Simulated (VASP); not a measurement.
Computed with r2SCAN meta-GGA, VASP's PBE PAW potentials (set 64) (plane waves; VASP).

Input for VASP

### POSCAR
```
ZnO
1.0
  1.6559423677  -2.8681767604   0.0000000000
  1.6559423677   2.8681767604   0.0000000000
  0.0000000000   0.0000000000   5.3139894136
Zn O
2 2
direct
  0.6666670000   0.3333330000   0.5002958916
  0.3333330000   0.6666670000   0.0002958916
  0.6666670000   0.3333330000   0.8817041084
  0.3333330000   0.6666670000   0.3817041084
```

**KPOINTS**
```
K-points
0
Gamma
  8 8 4
0 0 0
```

**INCAR**
```
# general
SYSTEM  = ZnO
PREC    = Accurate
ENCUT   = 600
LREAL   = .FALSE.
LASPH   = .TRUE.

# electronic loop
EDIFF   = 1E-7
NELM    = 100
ALGO    = Normal
LMAXMIX = 4
LMIXTAU = .TRUE.

# smearing
ISMEAR  = 0
SIGMA   = 0.05

# functional
METAGGA = R2SCAN

# ions
IBRION  = 2
NSW     = 30
ISIF    = 2
EDIFFG  = -0.01

# output
LWAVE   = .FALSE.
LCHARG  = .FALSE.
```

POTCAR, in this order: Zn O (PBE.64 set). Program: vasp_std.

The run wrote:

### OSZICAR
```
       N       E                     dE             d eps       ncg     rms          rms(c)
DAV:   1     0.287737669556E+03    0.28774E+03   -0.21053E+04  1320   0.265E+03
DAV:   2    -0.130114509922E+02   -0.30075E+03   -0.28895E+03  1428   0.474E+02
DAV:   3    -0.459155550527E+02   -0.32904E+02   -0.32651E+02  1512   0.163E+02
DAV:   4    -0.465883939670E+02   -0.67284E+00   -0.67188E+00  1476   0.249E+01
DAV:   5    -0.465933140655E+02   -0.49201E-02   -0.49199E-02  1506   0.204E+00    0.134E+01
DAV:   6    -0.379156943088E+02    0.86776E+01   -0.79963E+00  2244   0.761E+01    0.923E+00
DAV:   7    -0.356401474717E+02    0.22755E+01   -0.29599E+00  1320   0.170E+01    0.479E+00
DAV:   8    -0.389443602534E+02   -0.33042E+01   -0.90842E-01  1574   0.213E+01    0.125E+00
DAV:   9    -0.357011530610E+02    0.32432E+01   -0.86592E-01  1572   0.180E+01    0.106E+00
DAV:  10    -0.362289260523E+02   -0.52777E+00   -0.33230E-01  1320   0.595E+00    0.231E-01
DAV:  11    -0.362299083548E+02   -0.98230E-03   -0.96527E-03  1656   0.104E+00    0.355E-01
DAV:  12    -0.362415843761E+02   -0.11676E-01   -0.30420E-03  1560   0.145E+00    0.171E-01
DAV:  13    -0.362354087205E+02    0.61757E-02   -0.21394E-02  1326   0.563E+00    0.951E-01
DAV:  14    -0.362457751123E+02   -0.10366E-01   -0.62789E-03  1560   0.200E+00    0.828E-01
DAV:  15    -0.362477898756E+02   -0.20148E-02   -0.18183E-03  1568   0.646E-01    0.729E-01
DAV:  16    -0.362490099249E+02   -0.12200E-02   -0.55489E-04  1320   0.313E-01    0.725E-01
DAV:  17    -0.362485864639E+02    0.42346E-03   -0.12142E-03  1506   0.113E+00    0.464E-01
DAV:  18    -0.362482590353E+02    0.32743E-03   -0.42018E-04  2018   0.607E-01    0.307E-01
DAV:  19    -0.362482425848E+02    0.16451E-04   -0.32472E-04  1994   0.430E-01    0.176E-01
DAV:  20    -0.362482395659E+02    0.30188E-05   -0.94191E-05  1350   0.791E-02    0.149E-01
DAV:  21    -0.362482566272E+02   -0.17061E-04   -0.45329E-06  1440   0.222E-02    0.120E-01
DAV:  22    -0.362482579359E+02   -0.13086E-05   -0.12997E-05  1648   0.904E-02    0.661E-02
DAV:  23    -0.362482596702E+02   -0.17344E-05   -0.10357E-05  1784   0.112E-01    0.252E-02
DAV:  24    -0.362482610375E+02   -0.13673E-05   -0.98815E-06  2016   0.444E-02    0.117E-02
DAV:  25    -0.362482627319E+02   -0.16944E-05   -0.73595E-07  1356   0.759E-03    0.567E-03
DAV:  26    -0.362482625520E+02    0.17990E-06   -0.13896E-07   852   0.841E-03    0.439E-04
DAV:  27    -0.362482628503E+02   -0.29829E-06   -0.55817E-08   852   0.260E-03    0.540E-04
DAV:  28    -0.362482629114E+02   -0.61103E-07   -0.46869E-08   678   0.587E-03
   1 F= -.36248263E+02 E0= -.36248263E+02  d E =-.362483E+02
       N       E                     dE             d eps       ncg     rms          rms(c)
DAV:   1    -0.362483096508E+02   -0.46801E-04   -0.83627E-02  1320   0.233E+00    0.635E-02
DAV:   2    -0.362485075193E+02   -0.19787E-03   -0.22401E-03  1410   0.407E-01    0.342E-02
DAV:   3    -0.362485008437E+02    0.66757E-05   -0.21173E-05  1488   0.543E-02    0.225E-02
DAV:   4    -0.362484982474E+02    0.25963E-05   -0.26603E-05  1320   0.477E-02    0.420E-03
DAV:   5    -0.362485032299E+02   -0.49825E-05   -0.13211E-05  1320   0.404E-02    0.195E-03
DAV:   6    -0.362485073363E+02   -0.41064E-05   -0.32981E-06  1320   0.177E-02    0.204E-03
DAV:   7    -0.362485061271E+02    0.12092E-05   -0.73795E-07  1332   0.870E-03    0.518E-04
DAV:   8    -0.362485071775E+02   -0.10504E-05   -0.66523E-08   900   0.320E-03    0.239E-04
DAV:   9    -0.362485067775E+02    0.39996E-06   -0.82365E-09   684   0.104E-03    0.988E-05
DAV:  10    -0.362485069036E+02   -0.12608E-06   -0.17888E-09   678   0.513E-04    0.508E-05
DAV:  11    -0.362485068936E+02    0.10036E-07   -0.39739E-10   672   0.280E-04
   2 F= -.36248507E+02 E0= -.36248507E+02  d E =-.243982E-03
       N       E                     dE             d eps       ncg     rms          rms(c)
DAV:   1    -0.362484831430E+02    0.23761E-04   -0.41183E-02  1320   0.164E+00    0.447E-02
DAV:   2    -0.362485815155E+02   -0.98373E-04   -0.11066E-03  1410   0.286E-01    0.241E-02
DAV:   3    -0.362485775579E+02    0.39576E-05   -0.10410E-05  1488   0.378E-02    0.159E-02
DAV:   4    -0.362485784981E+02   -0.94020E-06   -0.13179E-05  1320   0.336E-02    0.292E-03
DAV:   5    -0.362485792009E+02   -0.70283E-06   -0.65850E-06  1320   0.285E-02    0.137E-03
DAV:   6    -0.362485820926E+02   -0.28918E-05   -0.16255E-06  1320   0.125E-02    0.143E-03
DAV:   7    -0.362485809679E+02    0.11248E-05   -0.35408E-07  1244   0.602E-03    0.365E-04
DAV:   8    -0.362485816808E+02   -0.71298E-06   -0.31340E-08   810   0.220E-03    0.169E-04
DAV:   9    -0.362485813761E+02    0.30476E-06   -0.42358E-09   666   0.759E-04    0.687E-05
DAV:  10    -0.362485814726E+02   -0.96563E-07   -0.82229E-10   678   0.352E-04
   3 F= -.36248581E+02 E0= -.36248581E+02  d E =-.318561E-03
```

OUTCAR:
```
------------------------ aborting loop because EDIFF is reached ----------------------------------------
  FORCE on cell =-STRESS in cart. coord.  units (eV):
  Direction    XX          YY          ZZ          XY          YZ          ZX
  --------------------------------------------------------------------------------------
  Total       -2.5875245     -2.5875253     -2.4192818      0.0000000      0.0000000      0.0000000
  in kB      -82.1283761    -82.1284016    -76.7883312      0.0000000      0.0000000      0.0000000
  external PRESSURE =     -80.3483697 kB  Pullay stress =       0.0000000 kB
  volume of cell :       50.48
      direct lattice vectors                 reciprocal lattice vectors
     1.655942368 -2.868176760  0.000000000     0.301942875 -0.174326773  0.000000000
     1.655942368  2.868176760  0.000000000     0.301942875  0.174326773  0.000000000
     0.000000000  0.000000000  5.313989414     0.000000000  0.000000000  0.188182535
  FREE ENERGIE OF THE ION-ELECTRON SYSTEM (eV)
  ---------------------------------------------------
  free  energy   TOTEN  =       -36.2485814726 eV

  energy  without entropy=      -36.2485814726  energy(sigma->0) =      -36.24858147

 reached required accuracy - stopping structural energy minimisation
```
(Selected blocks of OUTCAR.)

File CONTCAR:
```
ZnO
   1.00000000000000
     1.6559423677000000   -2.8681767603999999    0.0000000000000000
     1.6559423677000000    2.8681767603999999    0.0000000000000000
     0.0000000000000000    0.0000000000000000    5.3139894135999999
  Zn              O
     2     2
Direct
     0.6666669999999968    0.3333330000000032    0.5009209594463349
     0.3333330000000032    0.6666669999999968    0.0009209594463348
     0.6666669999999968    0.3333330000000032    0.8810790405536630
     0.3333330000000032    0.6666669999999968    0.3810790405536630
```

The compound is ZnO in the wurtzite structure. This cell was strained or had an atom moved on purpose. Symmetry was kept, so distortions that lower it aren't found.
